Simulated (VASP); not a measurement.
A cell of Gd (hcp) near equilibrium:

```
Gd
1.0
    1.78137    -3.08541     0.00000
    1.78137     3.08541     0.00000
    0.00000     0.00000     5.62692
Gd
2
Cartesian
  1.78137   1.02847   1.40673
  1.78137  -1.02847   4.22019
```

Method: PBEsol GGA, VASP's PBE PAW potentials (set 64) (plane waves; VASP 6.6.1).

The 4f electrons are frozen in the core of the lanthanide potential, so 4f levels, which can set the real gap, and their magnetism are missing.

| run | ΔE (meV/atom) | σxx | σyy | σzz | largest shear component, with its sign (GPa) | largest force (eV/Å) |
|---|---|---|---|---|---|---|
| as it is | 0.0 | 0.06 | 0.06 | -0.09 | 0.00 | 0.000 |
| after one change | 5.8 | 0.42 | -0.85 | 0.11 | 0.00 | 0.143 |
Stress is in GPa, positive when the cell is compressed.

Question: Name the change that produced these shifts.
A) isotropic strain of +3.0 %
B) isotropic strain of +1.0 %
C) atom 1 (Gd) moved by 0.200 Å along y
D) atom 2 (Gd) moved by 0.200 Å along x

Answer: C, atom 1 (Gd) moved by 0.200 Å along y

The compound is Gd in the hcp structure.
